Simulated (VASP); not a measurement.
# Ge2Sb2Te5 (Cm) in VASP: a series of runs, part 2 of 3

VASP 6.6.1.

**3. Optical spectrum, PBE**

Input file INCAR:

```
PREC = Accurate
ENCUT = 520
EDIFF = 1E-6
ISMEAR = 0
SIGMA = 0.02
LREAL = False
LASPH = True
NELM = 100
ALGO = Normal
ISIF = 2
LWAVE = False
LCHARG = False
GGA = PE
LOPTICS = True
NBANDS = 82
NEDOS = 1000
CSHIFT = 0.05
```

Input file KPOINTS:

```
Automatic mesh
0
Gamma
  4 4 3
```

Input file POSCAR:

```
Ge2Sb2Te5
1.0
    6.8391360000     -3.0660060000      0.0000000000
    6.8391360000      3.0660060000      0.0000000000
   -6.8309770000      0.0000000000      6.8476090000
Te Sb Ge
5 2 2
Direct
    0.5947020000      0.5947020000      0.3864330000
    0.7952880000      0.7952880000      0.1961120000
    0.0083240000      0.0083240000      0.0064350000
    0.2065190000      0.2065190000      0.8098030000
    0.3999590000      0.3999590000      0.5971180000
    0.9017080000      0.9017080000      0.5878730000
    0.1118700000      0.1118700000      0.4173520000
    0.2842870000      0.2842870000      0.1878300000
    0.4973430000      0.4973430000      0.0110440000
```

Potentials or basis: VASP PAW PBE potentials, release 64 (Te, Sb, Ge_d).

On the command line:

```bash
$ cat potpaw_PBE.64/Te/POTCAR potpaw_PBE.64/Sb/POTCAR potpaw_PBE.64/Ge_d/POTCAR > POTCAR
$ mpirun -np 1 vasp_std > vasp.out
```

OUTCAR:

```text
PREC = Accurate
   ENCUT = 520
   EDIFF = 1E-6
   ISMEAR = 0
   LREAL = False
   LASPH = True
   NELM = 100
   ISIF = 2
   GGA = PE

 ion  position               nearest neighbor table
   1  0.595  0.595  0.386-   9 2.85   7 3.07   7 3.07   6 3.14   8 3.19
   2  0.795  0.795  0.196-   6 2.95   8 3.07   8 3.07   9 3.08   7 3.20
   3  0.008  0.008  0.006-   8 2.82   9 3.07   9 3.07   7 3.14   6 3.19
   4  0.207  0.207  0.810-   9 2.95   8 3.00   7 3.02   6 3.06
   5  0.400  0.400  0.597-   7 2.98   8 3.05   6 3.07   6 3.07   9 3.20
   6  0.902  0.902  0.588-   2 2.95   4 3.06   5 3.07   5 3.07   1 3.14   3 3.19
   7  0.112  0.112  0.417-   5 2.98   4 3.02   1 3.07   1 3.07   3 3.14   2 3.20
   8  0.284  0.284  0.188-   3 2.82   4 3.00   5 3.05   2 3.07   2 3.07   1 3.19
   9  0.497  0.497  0.011-   1 2.85   4 2.95   3 3.07   3 3.07   2 3.08   5 3.20

  LATTYP: Found a base centered monoclinic cell.
 ALAT       =    13.6782720000
 B/A-ratio  =     0.4483031190
 C/A-ratio  =     0.7071235363
 COS(beta)  =    -0.7062464773

  Lattice vectors:

 A1 = (   6.8391360000,  -3.0660060000,   0.0000000000)
 A2 = (   6.8391360000,   3.0660060000,   0.0000000000)
 A3 = (  -6.8309770000,   0.0000000000,   6.8476090000)

Analysis of symmetry for initial positions (statically):
=====================================================================
 Subroutine PRICEL returns:
 Original cell was already a primitive cell.

 Routine SETGRP: Setting up the symmetry group for a
 base centered monoclinic supercell.

 Subroutine GETGRP returns: Found  2 space group operations
 (whereof  2 operations were pure point group operations)
 out of a pool of  4 trial point group operations.

The static configuration has the point symmetry C_1h.

Analysis of symmetry for dynamics (positions and initial velocities):
=====================================================================
 Subroutine PRICEL returns:
 Original cell was already a primitive cell.

 Routine SETGRP: Setting up the symmetry group for a
 base centered monoclinic supercell.

 Subroutine GETGRP returns: Found  2 space group operations
 (whereof  2 operations were pure point group operations)
 out of a pool of  4 trial point group operations.

The dynamic configuration has the point symmetry C_1h.

 Subroutine INISYM returns: Found  2 space group operations
 (whereof  2 operations are pure point group operations),
 and found     1 'primitive' translations
[... 159 lines left out ...]
      1     -19.4046      2.00000
      2     -19.4037      2.00000
      3     -19.3981      2.00000
      4     -19.3956      2.00000
      5     -19.3903      2.00000
      6     -19.3869      2.00000
[... 822 lines left out ...]
     45      10.0823      0.00000
     46      10.2031      0.00000
 [bands above 46 left out]

------------------------ aborting loop because EDIFF is reached ----------------------------------------

  FORCE on cell =-STRESS in cart. coord.  units (eV):
  Direction    XX          YY          ZZ          XY          YZ          ZX
  --------------------------------------------------------------------------------------
  -------------------------------------------------------------------------------------
  Total       -0.3593672     -0.3307106     -0.1386923      0.0000000      0.0000000     -0.2130286
  in kB       -2.0049606     -1.8450814     -0.7737842      0.0000000      0.0000000     -1.1885169
  external PRESSURE =      -1.5412754 kB  Pullay stress =       0.0000000 kB

 VOLUME and BASIS-vectors are now :
 -----------------------------------------------------------------------------
  energy-cutoff  :      520.00
  volume of cell :      287.17
      direct lattice vectors                 reciprocal lattice vectors
     6.839136000 -3.066006000  0.000000000     0.073108650 -0.163078611  0.072931078
     6.839136000  3.066006000  0.000000000     0.073108650  0.163078611  0.072931078
    -6.830977000  0.000000000  6.847609000     0.000000000  0.000000000  0.146036376

 POSITION                                       TOTAL-FORCE (eV/Angst)
 -----------------------------------------------------------------------------------
      5.49478      0.00000      2.64614         0.042528      0.000000      0.032051
      9.53853      0.00000      1.34290         0.075801      0.000000     -0.036858
      0.06990      0.00000      0.04406        -0.017470      0.000000     -0.021823
     -2.70692      0.00000      5.54521         0.035528      0.000000     -0.017959
      1.39185      0.00000      4.08883         0.047676      0.000000     -0.031055
      8.31806      0.00000      4.02552         0.003958      0.000000     -0.052977
     -1.32073      0.00000      2.85786         0.004251      0.000000      0.060571
      2.60549      0.00000      1.28619        -0.149909      0.000000      0.018215
      6.72735      0.00000      0.07562        -0.042363      0.000000      0.049835
 -----------------------------------------------------------------------------------
    total drift:                               -0.000605     -0.000000      0.000864

  FREE ENERGIE OF THE ION-ELECTRON SYSTEM (eV)
  ---------------------------------------------------
  free  energy   TOTEN  =       -33.5898901356 eV

  energy  without entropy=      -33.5897527154  energy(sigma->0) =      -33.58982143

 electrical conductivity sigma (Mega S m-1) (frequency dependency in vasprun.xml)
  --------------------------------------------------------------------------------------
       0.000       0.000      -0.000
       0.000       0.000       0.000
      -0.000       0.000       0.000

  frequency dependent IMAGINARY DIELECTRIC FUNCTION (independent particle, no local field effects) density-density
     E(ev)      X         Y         Z        XY        YZ        ZX
  --------------------------------------------------------------------------------------------------------------
     0.00000     0.00000     0.00000     0.00000     0.00000     0.00000     0.00000
     0.46718    13.98039   103.35479    10.43858     0.00000     0.00000    -0.31789
     0.93435    19.95779    85.84100    39.23149     0.00000     0.00000   -13.47798
     1.40153    66.15442    56.96785    62.95442     0.00000     0.00000   -13.18152
     1.86871    37.23918    27.70917    37.66134     0.00000     0.00000    -1.26560
     2.33588    25.45740    11.74834    28.20022     0.00000     0.00000    -0.32346
[... 92 lines left out ...]
    45.78331     0.00025     0.00029     0.00026     0.00000     0.00000    -0.00000
    46.25048     0.00024     0.00028     0.00025     0.00000     0.00000    -0.00000

  frequency dependent      REAL DIELECTRIC FUNCTION (independent particle, no local field effects) density-density
     E(ev)        X           Y           Z          XY          YZ          ZX
  --------------------------------------------------------------------------------------------------------------
     0.00000   320.68507  3110.02409   552.02532     0.00000     0.00000   384.33070
     0.46718    36.05270   100.05777    51.74048     0.00000     0.00000   -20.60239
     0.93435    48.83101   -45.97438    38.16611     0.00000     0.00000    11.92771
     1.40153    22.95983   -26.22419    -2.25751     0.00000     0.00000    15.69444
     1.86871   -12.46683   -35.25596    -6.88678     0.00000     0.00000     1.13130
     2.33588   -18.39741   -23.93938   -14.74903     0.00000     0.00000    -3.80863
[... 92 lines left out ...]
    45.78331     0.89047     0.87401     0.88682     0.00000     0.00000     0.00014
    46.25048     0.89279     0.87667     0.88921     0.00000     0.00000     0.00013

  frequency dependent IMAGINARY DIELECTRIC FUNCTION (independent particle, no local field effects) current-current
     E(ev)      X         Y         Z        XY        YZ        ZX
  --------------------------------------------------------------------------------------------------------------
     0.00000   392.21536  3448.08440   639.92673     0.00000     0.00000   400.23496
     0.46718    21.05763   123.45241    21.18740     0.00000     0.00000    -4.83494
     0.93435    25.05486    80.48124    43.15133     0.00000     0.00000   -12.15792
     1.40153    67.91538    54.97603    62.58529     0.00000     0.00000   -11.96267
     1.86871    36.52174    25.76542    37.32643     0.00000     0.00000    -1.19583
     2.33588    24.56925    10.66954    27.51972     0.00000     0.00000    -0.50814
[... 92 lines left out ...]
    45.78331     0.00001     0.00001     0.00001     0.00000     0.00000    -0.00000
    46.25048     0.00001     0.00001     0.00001     0.00000     0.00000    -0.00000

  frequency dependent      REAL DIELECTRIC FUNCTION (independent particle, no local field effects) current-current
     E(ev)        X           Y           Z          XY          YZ          ZX
  --------------------------------------------------------------------------------------------------------------
     0.00000  -140.73229 -1947.10831  -298.33353     0.00000     0.00000  -265.76701
     0.46718    36.46661   112.52353    55.34160     0.00000     0.00000   -15.84699
     0.93435    47.68805   -45.36966    35.82134     0.00000     0.00000    14.33211
     1.40153    18.61461   -26.27185    -5.93122     0.00000     0.00000    17.14899
     1.86871   -14.30435   -34.45291    -8.59267     0.00000     0.00000     1.43513
     2.33588   -19.33183   -23.00154   -15.73275     0.00000     0.00000    -3.60067
[... 92 lines left out ...]
    45.78331     0.89083     0.87772     0.88744     0.00000     0.00000     0.00060
    46.25048     0.89315     0.88030     0.88982     0.00000     0.00000     0.00059
```

It took 6 min on 1 thread of Intel Xeon Platinum 8559C (Emerald Rapids), shared host; peak memory 0.81 GiB.

Results:

```yaml
Free_energy: -33.5899 eV
Pressure: -0.2 GPa
Largest_force: 0.151 eV/Å
Band_gap_on_the_k_mesh: 0.06 eV, direct
```

Forces on the atoms (eV/Å):
```
Te   0.043  0.000  0.032
Te   0.076  0.000 -0.037
Te  -0.017  0.000 -0.022
Te   0.036  0.000 -0.018
Te   0.048  0.000 -0.031
Sb   0.004  0.000 -0.053
Sb   0.004  0.000  0.061
Ge  -0.150  0.000  0.018
Ge  -0.042  0.000  0.050
```

Stress tensor (GPa, compression positive):
```
-0.20  0.00 -0.12
 0.00 -0.18  0.00
-0.12  0.00 -0.08
```

Dielectric function (mean over the directions given):
```
energy (eV)  real part  imaginary part
       0.28      37.34           64.92
       0.93      13.67           48.34
       1.59     -24.89           54.26
       2.24     -14.33           23.84
       2.99     -13.35           12.82
       3.64      -8.52            6.03
       4.30      -4.73            3.07
       4.95      -2.61            2.60
       5.70      -0.08            3.28
       6.35      -0.37            5.74
       7.01      -1.72            5.27
       7.76      -2.96            3.58
       8.41      -2.96            1.90
       9.06      -1.97            1.61
       9.72      -1.53            1.30
      10.46      -1.61            1.13
      11.12      -1.25            0.74
      11.77      -0.94            0.64
      12.43      -0.74            0.54
      13.17      -0.55            0.49
      13.83      -0.46            0.56
      14.48      -0.46            0.37
      15.23      -0.32            0.25
      15.88      -0.23            0.20
      16.54      -0.10            0.10
      17.19       0.01            0.07
      17.94       0.11            0.04
      18.59       0.20            0.02
      19.25       0.27            0.01
      20.00       0.34            0.01
```

Caveat: spectra need much finer meshes, so this one isn't converged; independent-particle spectra lack excitons; spin-orbit coupling is left out, which moves the levels of the heavy elements; an odd mesh through Γ misses points on the zone boundary, where band edges often lie.

**4. Density of states, PBE**

POSCAR is that of step 3.

Input file INCAR.step1:

```
SYSTEM = Ge2Sb2Te5
  ALGO = Normal
  EDIFF = 1E-6
  ENCUT = 520
  GGA = PE
  ISIF = 2
  ISMEAR = 0
  LASPH = .True.
  LCHARG = .True.
  LREAL = .False.
  LWAVE = .False.
  NBANDS = 44
  NELM = 80
  PREC = Accurate
  SIGMA = 0.02
```

Input file KPOINTS.step1:

```
k-points
0
Gamma
  4 4 3
  0 0 0
```

Input file INCAR.step2:

```
SYSTEM = Ge2Sb2Te5
  ALGO = Normal
  EDIFF = 1E-6
  ENCUT = 520
  GGA = PE
  ICHARG = 11
  ISIF = 2
  ISMEAR = -5
  LASPH = .True.
  LCHARG = .False.
  LORBIT = 11
  LREAL = .False.
  LWAVE = .False.
  NBANDS = 44
  NEDOS = 2001
  NELM = 80
  PREC = Accurate
  SIGMA = 0.02
```

Input file KPOINTS.step2:

```
k-points
0
Gamma
  6 6 5
  0 0 0
```

Potentials or basis: VASP PAW PBE potentials, release 64 (Te, Sb, Ge_d).

On the command line:

```bash
$ cat potpaw_PBE.64/Te/POTCAR potpaw_PBE.64/Sb/POTCAR potpaw_PBE.64/Ge_d/POTCAR > POTCAR
$ cp INCAR.step1 INCAR
$ cp KPOINTS.step1 KPOINTS
$ mpirun -np 1 vasp_std > vasp.out
$ cp INCAR.step2 INCAR
$ cp KPOINTS.step2 KPOINTS
$ mpirun -np 1 vasp_std > vasp.out
```

OUTCAR:

```text
SYSTEM = Ge2Sb2Te5
   EDIFF = 1E-6
   ENCUT = 520
   GGA = PE
   ICHARG = 11
   ISIF = 2
   ISMEAR = -5
   LASPH = .True.
   LORBIT = 11
   LREAL = .False.
   NELM = 80
   PREC = Accurate

 ion  position               nearest neighbor table
   1  0.595  0.595  0.386-   9 2.85   7 3.07   7 3.07   6 3.14   8 3.19
   2  0.795  0.795  0.196-   6 2.95   8 3.07   8 3.07   9 3.08   7 3.20
   3  0.008  0.008  0.006-   8 2.82   9 3.07   9 3.07   7 3.14   6 3.19
   4  0.207  0.207  0.810-   9 2.95   8 3.00   7 3.02   6 3.06
   5  0.400  0.400  0.597-   7 2.98   8 3.05   6 3.07   6 3.07   9 3.20
   6  0.902  0.902  0.588-   2 2.95   4 3.06   5 3.07   5 3.07   1 3.14   3 3.19
   7  0.112  0.112  0.417-   5 2.98   4 3.02   1 3.07   1 3.07   3 3.14   2 3.20
   8  0.284  0.284  0.188-   3 2.82   4 3.00   5 3.05   2 3.07   2 3.07   1 3.19
   9  0.497  0.497  0.011-   1 2.85   4 2.95   3 3.07   3 3.07   2 3.08   5 3.20

  LATTYP: Found a base centered monoclinic cell.
 ALAT       =    13.6782720000
 B/A-ratio  =     0.4483031190
 C/A-ratio  =     0.7071235363
 COS(beta)  =    -0.7062464773

  Lattice vectors:
[... 1337 lines left out ...]
  -------------------------------------------------------------------------------------
  Total        0.7783666     -0.8526354      0.6916512      0.0000000      0.0000000     -0.1734989
  in kB        4.3426178     -4.7569739      3.8588203      0.0000000      0.0000000     -0.9679747
  external PRESSURE =       1.1481547 kB  Pullay stress =       0.0000000 kB

 VOLUME and BASIS-vectors are now :
 -----------------------------------------------------------------------------
  energy-cutoff  :      520.00
  volume of cell :      287.17
      direct lattice vectors                 reciprocal lattice vectors
     6.839136000 -3.066006000  0.000000000     0.073108650 -0.163078611  0.072931078
     6.839136000  3.066006000  0.000000000     0.073108650  0.163078611  0.072931078
    -6.830977000  0.000000000  6.847609000     0.000000000  0.000000000  0.146036376

 POSITION                                       TOTAL-FORCE (eV/Angst)
 -----------------------------------------------------------------------------------
      5.49478      0.00000      2.64614         0.003329      0.000000      0.046260
      9.53853      0.00000      1.34290         0.066597      0.000000     -0.057787
      0.06990      0.00000      0.04406        -0.034106      0.000000     -0.042934
     -2.70692      0.00000      5.54521         0.049750      0.000000     -0.032839
      1.39185      0.00000      4.08883         0.088895      0.000000      0.005091
      8.31806      0.00000      4.02552         0.034669      0.000000     -0.041222
     -1.32073      0.00000      2.85786        -0.054015      0.000000      0.096238
      2.60549      0.00000      1.28619        -0.122611      0.000000     -0.017496
      6.72735      0.00000      0.07562        -0.032510      0.000000      0.044688
 -----------------------------------------------------------------------------------
    total drift:                                0.001660      0.000000     -0.000368

  FREE ENERGIE OF THE ION-ELECTRON SYSTEM (eV)
  ---------------------------------------------------
  free  energy   TOTEN  =       -33.5884506505 eV

  energy  without entropy=      -33.5884506505  energy(sigma->0) =      -33.58845065

 total charge

# of ion       s       p       d       tot
------------------------------------------
    1        1.394   1.919   0.031   3.344
    2        1.395   1.919   0.028   3.343
    3        1.391   1.935   0.028   3.355
    4        1.385   1.937   0.025   3.347
    5        1.396   1.910   0.031   3.338
    6        1.278   0.969   0.050   2.297
    7        1.282   0.965   0.050   2.296
    8        1.322   0.758  10.008  12.088
    9        1.326   0.751  10.007  12.085
--------------------------------------------------
tot         12.169  13.064  20.259  45.492
```

OUTCAR.step1:

```text
SYSTEM = Ge2Sb2Te5
   EDIFF = 1E-6
   ENCUT = 520
   GGA = PE
   ISIF = 2
[... 1042 lines left out ...]
      8.31806      0.00000      4.02552         0.003964      0.000000     -0.052922
     -1.32073      0.00000      2.85786         0.004244      0.000000      0.060562
      2.60549      0.00000      1.28619        -0.149854      0.000000      0.018115
      6.72735      0.00000      0.07562        -0.042395      0.000000      0.049855
 -----------------------------------------------------------------------------------
    total drift:                               -0.000568     -0.000000      0.000899

  FREE ENERGIE OF THE ION-ELECTRON SYSTEM (eV)
  ---------------------------------------------------
  free  energy   TOTEN  =       -33.5898900262 eV

  energy  without entropy=      -33.5897526883  energy(sigma->0) =      -33.58982136
```

OSZICAR.step1:

```text
N       E                     dE             d eps       ncg     rms          rms(c)
DAV:   1     0.601400825845E+03    0.60140E+03   -0.27252E+04  1856   0.200E+03
DAV:   2     0.640958594057E+02   -0.53730E+03   -0.51494E+03  1608   0.562E+02
DAV:   3    -0.276388076842E+02   -0.91735E+02   -0.89297E+02  1760   0.152E+02
DAV:   4    -0.336647927322E+02   -0.60260E+01   -0.59492E+01  1824   0.459E+01
DAV:   5    -0.338844759287E+02   -0.21968E+00   -0.21879E+00  2136   0.891E+00    0.989E+00
DAV:   6    -0.335718230067E+02    0.31265E+00   -0.62648E-01  1952   0.331E+00    0.698E+00
DAV:   7    -0.335949566118E+02   -0.23134E-01   -0.35765E-01  1968   0.196E+00    0.181E+00
DAV:   8    -0.335892635668E+02    0.56930E-02   -0.65532E-02  1744   0.976E-01    0.780E-01
DAV:   9    -0.335901087662E+02   -0.84520E-03   -0.12371E-02  1792   0.492E-01    0.220E-01
DAV:  10    -0.335898147752E+02    0.29399E-03   -0.18207E-03  1848   0.181E-01    0.785E-02
DAV:  11    -0.335898800008E+02   -0.65226E-04   -0.40836E-04  1924   0.735E-02    0.529E-02
DAV:  12    -0.335898864338E+02   -0.64330E-05   -0.29849E-05  1616   0.260E-02    0.243E-02
DAV:  13    -0.335898899745E+02   -0.35407E-05   -0.14932E-05  1624   0.150E-02    0.596E-03
DAV:  14    -0.335898900262E+02   -0.51713E-07   -0.20944E-06  1148   0.663E-03
   1 F= -.33589890E+02 E0= -.33589821E+02  d E =-.137338E-03
```

Wall time 11 min (1 thread of Intel Xeon Platinum 8559C (Emerald Rapids), shared host); peak memory 0.88 GiB.

What came out:

| Quantity | Value |
| --- | --- |
| Valence electrons inside the program's atomic spheres | Te 3.34, 3.35; Sb 2.30; Ge 12.09 |

States per cell in windows of 0.5 eV (zero at the valence-band top; states under -8 eV left out):
```tsv
from (eV)	total	Te5_p	Te1_p	Te2_p	Te3_p	Te4_p	Sb6_p
-8.0	1.46	0.01	0.01	0.02	0.02	0.01	0.00
-7.5	1.29	0.01	0.01	0.01	0.02	0.01	0.00
-7.0	0.85	0.01	0.01	0.01	0.01	0.01	0.00
-6.5	0.30	0.00	0.00	0.00	0.00	0.00	0.00
-6.0	0.02	0.00	0.00	0.00	0.00	0.00	0.00
-5.5	0.19	0.01	0.01	0.01	0.01	0.00	0.01
-5.0	1.35	0.08	0.08	0.05	0.05	0.04	0.07
-4.5	2.18	0.12	0.11	0.10	0.09	0.09	0.11
-4.0	2.17	0.13	0.12	0.10	0.10	0.07	0.12
-3.5	4.01	0.23	0.21	0.22	0.18	0.18	0.18
-3.0	3.01	0.17	0.16	0.18	0.17	0.15	0.10
-2.5	3.64	0.22	0.22	0.24	0.24	0.16	0.11
-2.0	3.68	0.25	0.26	0.24	0.25	0.16	0.10
-1.5	3.14	0.21	0.22	0.23	0.24	0.23	0.05
-1.0	3.35	0.20	0.20	0.23	0.25	0.42	0.04
-0.5	3.18	0.21	0.22	0.23	0.25	0.34	0.03
0.0	0.39	0.01	0.01	0.01	0.01	0.01	0.04
0.5	1.86	0.05	0.05	0.05	0.03	0.05	0.17
1.0	2.25	0.08	0.07	0.07	0.05	0.06	0.17
1.5	2.76	0.12	0.10	0.11	0.08	0.08	0.18
2.0	2.85	0.13	0.11	0.12	0.10	0.07	0.19
2.5	2.48	0.10	0.10	0.11	0.10	0.07	0.15
3.0	3.38	0.12	0.14	0.13	0.17	0.11	0.16
3.5	2.96	0.10	0.12	0.10	0.12	0.12	0.12
4.0	0.99	0.04	0.04	0.04	0.03	0.02	0.04
4.5	0.09	0.00	0.00	0.00	0.00	0.00	0.00
5.0	0.00	0.00	0.00	0.00	0.00	0.00	0.00
5.5	0.00	0.00	0.00	0.00	0.00	0.00	0.00
```

(Continued in part 3 of 3.)
